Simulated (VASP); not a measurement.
# Nickel under strain, part 4 of 5

Aim: follow the pressure of Nickel through compression, expansion and shear. All runs use PBE. Left out of this account: 1 further run (fields: a reference on another mesh). The start is a cell from a database of measured crystal structures.

VASP 6.6.1; PBE, spin-polarised from a ferromagnetic start (one magnetic atom a cell); plane waves and PAW (Ni).

Still holding for the runs below: The cell holds one magnetic atom, so no antiferromagnetic order fits into it.

So far, pressure (GPa): step 2 (bands, cell as listed) -1.50; step 3 (cell volume +4.0 %) -8.20; step 4 (cell volume +8.0 %) -13.5.

### 5. Bands, sheared, principal strains -1.3, -1.0, +2.3 %

The cell is sheared at fixed volume, which lowers its symmetry.

Input file INCAR:

```
SYSTEM = Ni
PREC = Accurate
ENCUT = 400
EDIFF = 1E-06
NELM = 100
ISMEAR = -1
SIGMA = 0.05
LREAL = .FALSE.
ALGO = Normal
GGA = PE
NBANDS = 17
ISPIN = 2
MAGMOM = 1
LASPH = .TRUE.
LMAXMIX = 4
LORBIT = 11
LWAVE = .FALSE.
LCHARG = .FALSE.
KPAR = 2
```

Input file POSCAR:

```
Ni
1.0
    0.0178980000      1.7890400000      1.8083960000
    1.7516230000      0.0350220000      1.7912710000
    1.7506570000      1.7709500000      0.0359880000
Ni
1
Direct
    0.0000000000      0.0000000000      0.0000000000
```

Input file KPOINTS:

```
Automatic mesh
0
Gamma
19 19 19
0 0 0
```

Input file KPOINTS_OPT:

```
Line mode
16
Line-mode
Reciprocal
 -0.50000000   0.00000000   0.00000000 X
  0.00000000   0.00000000   0.00000000 GAMMA

  0.00000000   0.00000000   0.00000000 GAMMA
  0.50000000   0.50000000   0.50000000 Y

  0.00000000   0.50000000   0.50000000 L
  0.00000000   0.00000000   0.00000000 GAMMA

  0.00000000   0.00000000   0.00000000 GAMMA
  0.00000000   0.00000000  -0.50000000 Z

 -0.50000000   0.00000000  -0.50000000 N
  0.00000000   0.00000000   0.00000000 GAMMA

  0.00000000   0.00000000   0.00000000 GAMMA
  0.50000000   0.50000000   0.00000000 M

  0.00000000   0.50000000   0.00000000 R
  0.00000000   0.00000000   0.00000000 GAMMA
```

The projector-augmented-wave data sets are Ni (PBE family, release 64).

The run is started by

```sh
mpirun -np 2 vasp_std
```

Log:

```text
[... set-up lines as in an earlier step ...]
 entering main loop
       N       E                     dE             d eps       ncg     rms          rms(c)
DAV:   1     0.299439830170E+02    0.29944E+02   -0.32962E+03254513   0.620E+02
DAV:   2    -0.521551691215E+01   -0.35159E+02   -0.32501E+02262585   0.132E+02
DAV:   3    -0.648862831555E+01   -0.12731E+01   -0.12618E+01288198   0.256E+01
DAV:   4    -0.649369909119E+01   -0.50708E-02   -0.50696E-02292895   0.151E+00
DAV:   5    -0.649372445566E+01   -0.25364E-04   -0.25363E-04298525   0.101E-01    0.987E+00
DAV:   6    -0.582587654332E+01    0.66785E+00   -0.13174E+01347788   0.356E+01    0.609E+00
DAV:   7    -0.548900076383E+01    0.33688E+00   -0.23254E+00317926   0.134E+01    0.191E+00
DAV:   8    -0.547520444846E+01    0.13796E-01   -0.20487E-02311604   0.819E-01    0.964E-01
DAV:   9    -0.547251292857E+01    0.26915E-02   -0.21352E-03383326   0.255E-01    0.260E-01
DAV:  10    -0.547195905627E+01    0.55387E-03   -0.66716E-04384347   0.136E-01    0.385E-02
DAV:  11    -0.547195011489E+01    0.89414E-05   -0.40066E-05330170   0.473E-02    0.218E-02
DAV:  12    -0.547195062473E+01   -0.50984E-06   -0.26437E-06245890   0.950E-03
   1 F= -.54719506E+01 E0= -.54644874E+01  d E =-.149265E-01  mag=     0.6294
 Start KPOINTS_OPT (optional k-point list driver)
k-point batch [1-112\112]
       N       E                     dE             ncg
DAV:   1     0.414068036479E+05   -0.15149E+05     8420
DAV:   2     0.378638759270E+05   -0.35429E+04     8278
DAV:   3     0.377299297206E+05   -0.13395E+03     9774
DAV:   4     0.377293521940E+05   -0.57753E+00     9184
DAV:   5     0.377293491480E+05   -0.30461E-02     9884
DAV:   6     0.377293491247E+05   -0.23262E-04     8863
DAV:   7     0.377293491245E+05   -0.24395E-06     7836
```

Run time: 3.3 min. Hardware: 2 MPI ranks of AMD EPYC 9R45, shared host; peak memory 2.1 GiB; 5.5 min of CPU time.

OUTCAR, selected parts (step 5):

```text
   k-points           NKPTS =   3430   k-points in BZ     NKDIM =   3430   number of bands    NBANDS=     17

   ENCUT  =  400.0 eV  29.40 Ry    5.42 a.u.   4.15  4.09  4.06*2*pi/ulx,y,z

   NELECT =      10.0000    total number of electrons

 E-fermi :   9.3035

 spin component 1
 k-point     1 :       0.0000    0.0000    0.0000
  band No.  band energies     occupation
    ...
      2       6.7397      1.00000
      3       6.9391      1.00000
      4       6.9493      1.00000
      5       7.9892      1.00000
      6       8.1226      1.00000
      7      32.8794      0.00000
      8      35.9552      0.00000
      9      37.1028      0.00000
     10      37.4835      0.00000
     11      38.9417      0.00000
    ...

 k-point     2 :       0.0526    0.0000   -0.0000
  band No.  band energies     occupation
    ...
      2       6.7426      1.00000
      3       6.9344      1.00000
      4       6.9708      1.00000
      5       7.9806      1.00000
      6       8.1114      1.00000
      7      32.5414      0.00000
      8      34.9522      0.00000
      9      36.4081      0.00000
     10      37.1878      0.00000
     11      39.3817      0.00000
    ...

  Total       -0.0158696     -0.0728676     -0.1619690     -0.0887753     -0.2366351     -0.0919690
  in kB       -2.3242246    -10.6719906    -23.7215290    -13.0017919    -34.6569165    -13.4695211
  external PRESSURE =     -12.2392480 kB  Pullay stress =       0.0000000 kB

 POSITION                                       TOTAL-FORCE (eV/Angst)
 -----------------------------------------------------------------------------------
      0.00000      0.00000      0.00000         0.000000      0.000000      0.000000
 -----------------------------------------------------------------------------------
    total drift:                               -0.000000     -0.000000      0.000000

  FREE ENERGIE OF THE ION-ELECTRON SYSTEM (eV)
  ---------------------------------------------------
  free  energy   TOTEN  =        -5.4719506247 eV

  energy  without entropy=       -5.4570241222  energy(sigma->0) =       -5.46448737

 magnetization (x)
# of ion       s       p       d       tot
------------------------------------------
    1       -0.006  -0.025   0.674   0.642

[... 1 part as in an earlier step ...]

[... 19 further parts left out ...]
```

The path and its labels are those of the sheared lattice, so a letter need not mean the same point as in the unstrained cell.

This step gave:

```yaml
irreducible_k_points: 3430
symmetry_operations: 2
free_energy_toten: -5.472 eV
energy_at_zero_smearing: -5.464 eV
fermi_energy: 9.303 eV
pressure: -1.224 GPa
moment_of_the_cell_from_the_last_line_of_the_log: 0.6294 μB
```

Spin moment in the PAW sphere by atom:

```csv
atom,spin moment in the PAW sphere (μB)
Ni1,0.642
```

Spin up. Electronic bands along the path, in eV, zero at the Fermi level; # counts the bands kept:

```csv
point,#3,#4,#5,#6,#7
X,-2.32,-0.68,-0.55,-0.33,5.56
0.53 of the way,-2.28,-2.12,-1.24,-1.19,15.08
Γ,-2.36,-2.35,-1.31,-1.18,23.58
0.53 of the way,-2.25,-2.20,-1.11,-1.09,12.92
Y,-2.37,-0.66,-0.58,-0.53,5.26
jump to L,-0.56,-0.50,-0.45,2.71,9.47
0.53 of the way,-1.80,-1.75,-1.66,-0.98,18.85
Γ,-2.36,-2.35,-1.31,-1.18,23.58
0.47 of the way,-2.33,-2.04,-1.29,-1.23,15.62
Z,-2.24,-0.61,-0.59,-0.13,5.85
jump to N,-0.58,-0.50,-0.44,2.44,9.17
0.53 of the way,-1.86,-1.71,-1.65,-0.94,19.38
Γ,-2.36,-2.35,-1.31,-1.18,23.58
0.47 of the way,-1.92,-1.68,-1.64,-0.91,19.55
M,-0.57,-0.49,-0.46,2.19,8.88
jump to R,-2.26,-0.63,-0.57,-0.14,5.83
0.47 of the way,-2.33,-2.05,-1.20,-1.16,13.92
Γ,-2.36,-2.35,-1.31,-1.18,23.58
```

The electronic bands as a text plot (rows in eV, shown from -8.0 to 5.3 only):

```
    5.0 |
    4.4 |
    3.9 |
    3.3 |
    2.8 |
    2.2 |               *               *                *
    1.7 |
    1.1 |                                *              *
    0.6 |                *
    0.0 |                                              *
   -0.5 |**           *****           ******          *****
   -1.1 |  ***********    ************    *************   *******
   -1.6 | *           *    ****       *    ****   ****
   -2.2 |***************     ***********     *******      *******
   -2.7 |   **********       ******** **      ******      * *****
   -3.3 |                   *               **      **
   -3.9 |                ***             ***          ***
   -4.4 |               **              **             ***
   -5.0 |**           **  **          **  *           *   **
   -5.5 |  *         *               *     *
   -6.1 |                                   *        *      *
   -6.6 |   *       *       *       *
   -7.2 |                                    *      *        *
   -7.7 |    *     *         *     *               *          *
         X      Γ     Y|L       Γ      Z|N      Γ       M|R     Γ
```

Spin down. The electronic bands at the labelled points (eV, zero at the Fermi level; # counts the bands kept):

```csv
point,#3,#4,#5,#6,#7
X,-1.70,-0.39,0.07,0.21,5.99
0.53 of the way,-1.56,-1.41,-0.59,-0.56,15.20
Γ,-1.61,-1.60,-0.72,-0.60,23.42
0.53 of the way,-1.56,-1.50,-0.44,-0.43,13.08
Y,-1.73,-0.59,0.08,0.17,5.71
jump to L,0.06,0.37,0.43,2.67,9.71
0.53 of the way,-1.27,-0.99,-0.87,-0.37,18.93
Γ,-1.61,-1.60,-0.72,-0.60,23.42
0.47 of the way,-1.62,-1.33,-0.64,-0.58,15.74
Z,-1.63,-0.19,0.16,0.19,6.26
jump to N,0.05,0.35,0.44,2.40,9.41
0.53 of the way,-1.34,-0.93,-0.87,-0.35,19.46
Γ,-1.61,-1.60,-0.72,-0.60,23.42
0.47 of the way,-1.40,-0.90,-0.85,-0.31,19.63
M,0.06,0.36,0.40,2.15,9.13
jump to R,-1.65,-0.20,0.14,0.21,6.25
0.47 of the way,-1.65,-1.37,-0.52,-0.48,14.07
Γ,-1.61,-1.60,-0.72,-0.60,23.42
```

The electronic bands as a text plot (rows in eV, shown from -8.0 to 5.7 only):

```
    5.4 |
    4.9 |
    4.3 |
    3.7 |
    3.1 |
    2.6 |               *
    2.0 |                               *                *
    1.4 |                                *              *
    0.9 |                *
    0.3 |**           ****            ****             ****
   -0.3 |****       ***  *****      ** *  *****   ******   **
   -0.9 |    *******   *  **********        ***********   *  ****
   -1.4 |**************     ************   ***********    *******
   -2.0 |***************     ***********      ******      *******
   -2.6 |                   *               **      **
   -3.1 |                ***              **          **
   -3.7 |               *               **              **
   -4.3 |*             ***             ****            ****
   -4.9 | *           *   **          *               *    *
   -5.4 |  *         *               *     *
   -6.0 |                                   *        *      *
   -6.6 |   *       *       *       *
   -7.1 |                                    *      *        *
   -7.7 |    *     *         *     *               *          *
         X      Γ     Y|L       Γ      Z|N      Γ       M|R     Γ
```

 The pressure is -1.22 GPa, and the symmetry operations fall from 48 to 2.

### 6. Bands, volume times 0.96

The cell is compressed evenly, with fractional positions held.

INCAR is that of step 5.

Input file POSCAR:

```
Ni
1.0
    0.0000000000      1.7381221485      1.7381221485
    1.7381221485      0.0000000000      1.7381221485
    1.7381221485      1.7381221485      0.0000000000
Ni
1
Direct
    0.0000000000      0.0000000000      0.0000000000
```

KPOINTS is that of step 5.

Input file KPOINTS_OPT:

```
Line mode
16
Line-mode
Reciprocal
  0.00000000   0.00000000   0.00000000 GAMMA
  0.50000000   0.00000000   0.50000000 X

  0.50000000   0.00000000   0.50000000 X
  0.50000000   0.25000000   0.75000000 W

  0.50000000   0.25000000   0.75000000 W
  0.37500000   0.37500000   0.75000000 K

  0.37500000   0.37500000   0.75000000 K
  0.00000000   0.00000000   0.00000000 GAMMA

  0.00000000   0.00000000   0.00000000 GAMMA
  0.50000000   0.50000000   0.50000000 L

  0.50000000   0.50000000   0.50000000 L
  0.62500000   0.25000000   0.62500000 U

  0.62500000   0.25000000   0.62500000 U
  0.50000000   0.25000000   0.75000000 W

  0.50000000   0.25000000   0.75000000 W
  0.50000000   0.50000000   0.50000000 L

  0.50000000   0.50000000   0.50000000 L
  0.37500000   0.37500000   0.75000000 K

  0.62500000   0.25000000   0.62500000 U
  0.50000000   0.00000000   0.50000000 X
```

The run is started by

```sh
mpirun -np 2 vasp_std
```

Log:

```text
[... set-up lines as in an earlier step ...]
 entering main loop
       N       E                     dE             d eps       ncg     rms          rms(c)
DAV:   1     0.301288557104E+02    0.30129E+02   -0.32708E+03 16361   0.625E+02
DAV:   2    -0.523674804229E+01   -0.35366E+02   -0.32726E+02 16855   0.133E+02
DAV:   3    -0.648497657057E+01   -0.12482E+01   -0.12389E+01 18493   0.255E+01
DAV:   4    -0.648957260813E+01   -0.45960E-02   -0.45951E-02 18701   0.145E+00
DAV:   5    -0.648959198746E+01   -0.19379E-04   -0.19377E-04 19096   0.903E-02    0.103E+01
DAV:   6    -0.578081726046E+01    0.70877E+00   -0.12342E+01 21660   0.348E+01    0.576E+00
DAV:   7    -0.548707759855E+01    0.29374E+00   -0.20287E+00 19918   0.128E+01    0.203E+00
DAV:   8    -0.547125299465E+01    0.15825E-01   -0.20657E-02 20453   0.843E-01    0.987E-01
DAV:   9    -0.546877446968E+01    0.24785E-02   -0.17850E-03 24139   0.228E-01    0.262E-01
DAV:  10    -0.546826010018E+01    0.51437E-03   -0.56048E-04 23861   0.116E-01    0.358E-02
DAV:  11    -0.546825497325E+01    0.51269E-05   -0.36099E-05 20576   0.454E-02    0.213E-02
DAV:  12    -0.546825606433E+01   -0.10911E-05   -0.18584E-06 15320   0.707E-03    0.109E-02
DAV:  13    -0.546825543681E+01    0.62752E-06   -0.19464E-07  9732   0.379E-03
   1 F= -.54682554E+01 E0= -.54609468E+01  d E =-.146173E-01  mag=     0.6080
 Start KPOINTS_OPT (optional k-point list driver)
k-point batch [1-160\160]
       N       E                     dE             ncg
DAV:   1     0.188470279777E+05   -0.52099E+05    11784
DAV:   2     0.128434086155E+05   -0.60036E+04    12125
DAV:   3     0.126268431113E+05   -0.21657E+03    13575
DAV:   4     0.126261194511E+05   -0.72366E+00    13218
DAV:   5     0.126261168132E+05   -0.26379E-02    13499
DAV:   6     0.126261167982E+05   -0.15000E-04    12052
DAV:   7     0.126261167978E+05   -0.38269E-06    11048
```

It took 17 s on 2 MPI ranks; peak memory 0.29 GiB.

From OUTCAR (step 6):

```text
   ENCUT  =  400.0 eV  29.40 Ry    5.42 a.u.   4.01  4.01  4.01*2*pi/ulx,y,z

   NELECT =      10.0000    total number of electrons

 E-fermi :   9.8915

 spin component 1
 k-point     1 :       0.0000    0.0000    0.0000
  band No.  band energies     occupation
    ...
      2       7.3759      1.00000
      3       7.3759      1.00000
      4       7.3759      1.00000
      5       8.6102      1.00000
      6       8.6102      1.00000
      7      33.9132      0.00000
      8      38.0506      0.00000
      9      38.0506      0.00000
     10      38.0506      0.00000
     11      41.1166      0.00000
    ...

 k-point     2 :       0.0526    0.0000    0.0000
  band No.  band energies     occupation
    ...
      2       7.3461      1.00000
      3       7.4017      1.00000
      4       7.4017      1.00000
      5       8.5990      1.00000
      6       8.5990      1.00000
      7      33.6048      0.00000
      8      36.5593      0.00000
      9      37.7911      0.00000
     10      37.7911      0.00000
     11      41.5000      0.00000
    ...

  Total        0.4629105      0.4629105      0.4629105     -0.0000000      0.0000000     -0.0000000
  in kB       70.6214650     70.6214650     70.6214650     -0.0000000      0.0000000     -0.0000000
  external PRESSURE =      70.6214650 kB  Pullay stress =       0.0000000 kB

 POSITION                                       TOTAL-FORCE (eV/Angst)
 -----------------------------------------------------------------------------------
      0.00000      0.00000      0.00000        -0.000000      0.000000     -0.000000
 -----------------------------------------------------------------------------------
    total drift:                                0.000000      0.000000      0.000000

  FREE ENERGIE OF THE ION-ELECTRON SYSTEM (eV)
  ---------------------------------------------------
  free  energy   TOTEN  =        -5.4682554368 eV

  energy  without entropy=       -5.4536381228  energy(sigma->0) =       -5.46094678

 magnetization (x)
# of ion       s       p       d       tot
------------------------------------------
    1       -0.007  -0.025   0.648   0.616

[... 5 parts as in an earlier step ...]

[... 16 further parts left out ...]
```

This step gave:

* SCF cycles: 13
* irreducible k-points: 220
* symmetry operations: 48
* free energy (TOTEN): -5.468 eV
* energy at zero smearing: -5.461 eV
* Fermi energy: 9.892 eV
* pressure: 7.062 GPa
* moment of the cell, from the last line of the log: 0.608 μB

Spin up. Electronic bands along the path, in eV, zero at the Fermi level; # counts the bands kept:

```csv
point,#2,#3,#4,#5,#6,#7
Γ,-2.52,-2.52,-2.52,-1.28,-1.28,24.02
0.47 of the way,-3.39,-1.91,-1.74,-1.74,-0.95,20.28
X,-4.38,-0.53,-0.44,-0.44,2.46,9.54
0.47 of the way,-4.12,-1.61,-0.84,-0.44,4.23,9.71
W,-3.19,-3.19,-1.35,-0.44,7.93,7.93
0.53 of the way,-3.74,-2.51,-1.22,-0.57,6.35,7.82
K,-3.87,-2.18,-1.12,-0.71,5.87,7.48
0.47 of the way,-3.19,-2.50,-1.76,-1.74,-0.19,14.62
Γ,-2.52,-2.52,-2.52,-1.28,-1.28,24.02
0.47 of the way,-2.86,-2.27,-2.27,-1.25,-1.25,15.63
L,-2.50,-2.50,-0.59,-0.59,-0.36,5.92
0.53 of the way,-3.15,-2.47,-1.94,-0.67,3.08,6.24
U,-3.87,-2.18,-1.12,-0.71,5.87,7.48
0.53 of the way,-3.69,-2.60,-1.24,-0.54,6.49,7.91
W,-3.19,-3.19,-1.35,-0.44,7.93,7.93
0.47 of the way,-3.33,-2.69,-1.77,-0.69,3.76,6.40
L,-2.50,-2.50,-0.59,-0.59,-0.36,5.92
0.47 of the way,-3.01,-2.34,-2.06,-0.66,2.57,6.15
K,-3.87,-2.18,-1.12,-0.71,5.87,7.48
jump to U,-3.87,-2.18,-1.12,-0.71,5.87,7.48
0.53 of the way,-4.25,-1.10,-0.69,-0.50,3.48,9.61
X,-4.38,-0.53,-0.44,-0.44,2.46,9.54
```

The electronic bands as a text plot (rows in eV, shown from -8.0 to 5.9 only):

```
    5.6 |           *    *                    **        *
    5.1 |                                           *         *
    4.5 |                 *                                 *
    3.9 |          *                         *
    3.3 |                                            *     *   *
    2.7 |        **                         *                   *
    2.2 |                  *                          *
    1.6 |       *                                         *
    1.0 |                   *              *           * *
    0.4 |
   -0.2 |        ******      *            *       *     *       *
   -0.7 |   ********   ****   *        *********** **************
   -1.3 |*** **    **********  ******** *     *******  * *  ** *
   -1.9 |   ***            *****           *** *     **   **  *
   -2.5 |***        *  ****  ****************** *    * *******
   -3.1 |  **        **    *****     **     *    ******    *
   -3.6 |    **     ** ****                  ********       **
   -4.2 |      **********  **               ******   *     ******
   -4.8 |      *****                     ***          *****    **
   -5.4 |     *              *          *
   -6.0 |    *                         *
   -6.5 |                             *
   -7.1 |   *                 *
   -7.7 |                      *     *
         Γ       X    W  K        Γ      L     U  W     L   K|U X
```

Spin down. The electronic bands at the labelled points (eV, zero at the Fermi level; # counts the bands kept):

```csv
point,#1,#2,#3,#4,#5,#6,#7
Γ,-9.30,-1.78,-1.78,-1.78,-0.71,-0.71,23.86
0.47 of the way,-6.64,-2.73,-1.42,-0.97,-0.97,-0.37,20.36
X,-4.53,-3.78,0.06,0.40,0.40,2.43,9.78
0.47 of the way,-4.16,-3.53,-0.97,-0.26,0.40,4.39,9.93
W,-3.57,-2.60,-2.60,-0.81,0.40,8.11,8.11
0.53 of the way,-3.66,-3.17,-1.92,-0.66,0.26,6.54,8.00
K,-3.74,-3.35,-1.59,-0.55,0.12,6.07,7.66
0.47 of the way,-5.57,-2.55,-1.92,-1.22,-0.97,0.47,14.78
Γ,-9.30,-1.78,-1.78,-1.78,-0.71,-0.71,23.86
0.47 of the way,-7.25,-2.21,-1.59,-1.59,-0.63,-0.63,15.76
L,-4.61,-1.90,-1.90,-0.42,0.15,0.15,6.34
0.53 of the way,-3.79,-2.76,-1.90,-1.34,0.08,3.35,6.59
U,-3.74,-3.35,-1.59,-0.55,0.12,6.07,7.66
0.53 of the way,-3.64,-3.12,-2.00,-0.69,0.29,6.68,8.09
W,-3.57,-2.60,-2.60,-0.81,0.40,8.11,8.11
0.47 of the way,-3.54,-2.95,-2.10,-1.18,0.08,4.01,6.72
L,-4.61,-1.90,-1.90,-0.42,0.15,0.15,6.34
0.47 of the way,-3.95,-2.59,-1.80,-1.46,0.09,2.85,6.52
K,-3.74,-3.35,-1.59,-0.55,0.12,6.07,7.66
jump to U,-3.74,-3.35,-1.59,-0.55,0.12,6.07,7.66
0.53 of the way,-4.34,-3.66,-0.42,-0.10,0.33,3.60,9.84
X,-4.53,-3.78,0.06,0.40,0.40,2.43,9.78
```

The electronic bands as a text plot (rows in eV, shown from -8.0 to 6.3 only):

```
    6.0 |               **                    **        *    *
    5.4 |           *                               *
    4.8 |                 *                                 * *
    4.2 |          *                         *
    3.6 |                                            *         *
    3.1 |         *                         *              *
    2.5 |        *         *                          *         *
    1.9 |                   *                             *
    1.3 |       *                          *           * *
    0.7 |        ******      *                    *             *
    0.1 |     ******   ****   *         ********** **************
   -0.5 |*******   ******* **  ********* **   ******    *    ***
   -1.1 | *** *           *******       *  * *      ** * * ** *
   -1.7 |*** *      *  ***   ********************    *********
   -2.3 |  **        **   ******     ***   **    **** ** **
   -2.9 |    **      ***  *                  *   * ***     **
   -3.5 |      *************                 *********     ******
   -4.1 |          **       *              **         *   *   **
   -4.7 |      ****                     ***            ***      *
   -5.3 |     *              *
   -5.9 |    *                         *
   -6.5 |                             *
   -7.1 |   *                 *
   -7.7 |                      *     *
         Γ       X    W  K        Γ      L     U  W     L   K|U X
```

 The pressure is 7.06 GPa.

Spin up: of the bands kept, 1 crosses the Fermi level on this path. Spin down: of the bands kept, 4 cross the Fermi level on this path.

(Continued in part 5 of 5.)

[Lines on the potential files, build, host, timing and source positions are cut from VASP's logs without a mark.]

[Logs are printed without paths, hosts, clocks, repeated set-up lines and the standing remarks that a program may print on its own settings, such as how far it seeks lower states.]

[Hosts, paths, dates, database ids (printed as entryN), source tags and the programs' standing remarks are cut or masked in the printed files.]

[A measured line is paired with the nearest computed mode of its activity, which favours agreement.]
